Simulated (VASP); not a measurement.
Level of theory: PBEsol GGA, VASP's PBE PAW potentials (set 64) (plane waves; VASP).

The input files of a VASP run:

**POSCAR**
```
MoS2
1
    1.5699322970    -2.7192022322    -0.0000000000
    1.5699322970     2.7192022322    -0.0000000000
    0.0000000000    -0.0000000000    12.3724465429
Mo S
2 4
Direct
  0.3333330000   0.6666670000   0.2500000000
  0.6666670000   0.3333330000   0.7500000000
  0.3333330000   0.6666670000   0.8759648091
  0.6666670000   0.3333330000   0.3759648091
  0.6666670000   0.3333330000   0.1240351909
  0.3333330000   0.6666670000   0.6240351909
```

### KPOINTS
```
Regular mesh
0
G
7 7 2
```

### INCAR
```
# general
SYSTEM =MoS2
PREC   =Accurate
ENCUT  =400   # plane-wave cut-off (eV)
LREAL  =.False.
LASPH  =.True.

# electronic loop
EDIFF  =1E-8
NELM   =100
ALGO   =Normal   # blocked Davidson
LMAXMIX=4

# smearing
ISMEAR =0
SIGMA  =0.05

# functional
GGA    =PS   # PBEsol

# ions
IBRION =1   # quasi-Newton
NSW    =30   # most ionic steps
ISIF   =2   # forces and stress, cell fixed
EDIFFG =-0.001

# output
LWAVE  =.False.
LCHARG =.False.
```

POTCAR, in this order: Mo_sv S (PBE.64 set). Program: vasp_std.

What VASP printed:

OSZICAR:
```
       N       E                     dE             d eps       ncg     rms          rms(c)
DAV:   1     0.385718938464E+03    0.38572E+03   -0.26293E+04  1136   0.130E+03
DAV:   2    -0.288048061121E+02   -0.41452E+03   -0.40505E+03  1244   0.360E+02
DAV:   3    -0.493000505985E+02   -0.20495E+02   -0.20374E+02  1261   0.711E+01
DAV:   4    -0.497664338473E+02   -0.46638E+00   -0.46505E+00  1228   0.105E+01
DAV:   5    -0.497784919828E+02   -0.12058E-01   -0.12050E-01  1277   0.157E+00    0.371E+01
DAV:   6    -0.475957912968E+02    0.21827E+01   -0.20332E+01  1124   0.244E+01    0.130E+01
DAV:   7    -0.472342941588E+02    0.36150E+00   -0.90565E+00  1128   0.150E+01    0.850E+00
DAV:   8    -0.468990758368E+02    0.33522E+00   -0.15168E+00  1313   0.677E+00    0.301E+00
DAV:   9    -0.469077576817E+02   -0.86818E-02   -0.14848E-01  1311   0.184E+00    0.132E+00
DAV:  10    -0.468998070717E+02    0.79506E-02   -0.58469E-02  1230   0.137E+00    0.336E-01
DAV:  11    -0.468997859461E+02    0.21126E-04   -0.24425E-03  1215   0.278E-01    0.167E-01
DAV:  12    -0.468997278756E+02    0.58070E-04   -0.26678E-04  1284   0.852E-02    0.865E-02
DAV:  13    -0.468997243259E+02    0.35497E-05   -0.17309E-04  1311   0.673E-02    0.177E-02
DAV:  14    -0.468997252020E+02   -0.87612E-06   -0.19466E-05  1212   0.252E-02    0.233E-02
DAV:  15    -0.468997251964E+02    0.55661E-08   -0.27123E-06  1174   0.100E-02    0.503E-03
DAV:  16    -0.468997250497E+02    0.14670E-06   -0.12247E-06  1230   0.566E-03    0.103E-03
DAV:  17    -0.468997250914E+02   -0.41667E-07   -0.61196E-08  1046   0.154E-03    0.107E-03
DAV:  18    -0.468997250814E+02    0.10014E-07   -0.21699E-09   818   0.331E-04    0.841E-04
DAV:  19    -0.468997250749E+02    0.64374E-08   -0.85900E-10   804   0.181E-04
   1 F= -.46899725E+02 E0= -.46899725E+02  d E =-.468997E+02
       N       E                     dE             d eps       ncg     rms          rms(c)
DAV:   1    -0.468997293981E+02   -0.43167E-05   -0.68438E-04  1069   0.100E-01    0.278E-02
DAV:   2    -0.468997314732E+02   -0.20751E-05   -0.30116E-05  1205   0.243E-02    0.121E-02
DAV:   3    -0.468997313464E+02    0.12684E-06   -0.42701E-07  1064   0.354E-03    0.764E-03
DAV:   4    -0.468997312279E+02    0.11846E-06   -0.33044E-07  1196   0.281E-03    0.171E-03
DAV:   5    -0.468997312343E+02   -0.64520E-08   -0.70614E-08  1018   0.146E-03
   2 F= -.46899731E+02 E0= -.46899731E+02  d E =-.615942E-05
```

OUTCAR:
```
------------------------ aborting loop because EDIFF is reached ----------------------------------------
  FORCE on cell =-STRESS in cart. coord.  units (eV):
  Direction    XX          YY          ZZ          XY          YZ          ZX
  --------------------------------------------------------------------------------------
  Total       -0.0164688     -0.0164688      0.1025444      0.0000000      0.0000000     -0.0000000
  in kB       -0.2497834     -0.2497834      1.5553019      0.0000000      0.0000000     -0.0000000
  external PRESSURE =       0.3519117 kB  Pullay stress =       0.0000000 kB
  volume of cell :      105.64
      direct lattice vectors                 reciprocal lattice vectors
     1.569932297 -2.719202232  0.000000000     0.318485072 -0.183877460  0.000000000
     1.569932297  2.719202232  0.000000000     0.318485072  0.183877460  0.000000000
     0.000000000  0.000000000 12.372446543     0.000000000  0.000000000  0.080824758
 POSITION                                       TOTAL-FORCE (eV/Angst)
 -----------------------------------------------------------------------------------
      1.56993      0.90640      3.09311        -0.000000      0.000000      0.000000
      1.56993     -0.90640      9.27933         0.000000     -0.000000      0.000000
      1.56993      0.90640     10.83821         0.000000     -0.000000      0.000431
      1.56993     -0.90640      4.65199        -0.000000      0.000000      0.000431
      1.56993     -0.90640      1.53423        -0.000000      0.000000     -0.000431
      1.56993      0.90640      7.72045         0.000000     -0.000000     -0.000431
 -----------------------------------------------------------------------------------
    total drift:                                0.000000      0.001592     -0.000028
  FREE ENERGIE OF THE ION-ELECTRON SYSTEM (eV)
  ---------------------------------------------------
  free  energy   TOTEN  =       -46.8997312343 eV

  energy  without entropy=      -46.8997312343  energy(sigma->0) =      -46.89973123

 reached required accuracy - stopping structural energy minimisation
```
(Selected blocks of OUTCAR.)

**CONTCAR**
```
MoS2
   1.00000000000000
     1.5699322970000000   -2.7192022321999998    0.0000000000000000
     1.5699322970000000    2.7192022321999998    0.0000000000000000
     0.0000000000000000    0.0000000000000000   12.3724465429000006
  Mo              S
     2     4
Direct
     0.3333330000000032    0.6666669999999968    0.2500000000000000
     0.6666669999999968    0.3333330000000032    0.7500000000000000
     0.3333330000000032    0.6666669999999968    0.8759960945014584
     0.6666669999999968    0.3333330000000032    0.3759960945014584
     0.6666669999999968    0.3333330000000032    0.1240039054985416
     0.3333330000000032    0.6666669999999968    0.6240039054985416
```

Without a dispersion term in the relaxation, distances and binding between the weakly bound layers, chains or molecules are unreliable, and so is what depends on them.

The compound is MoS2 in the 2H layered structure. This run relaxes the ions in a fixed cell. Symmetry was kept, so distortions that lower it aren't found. The start is the result of an earlier pass.
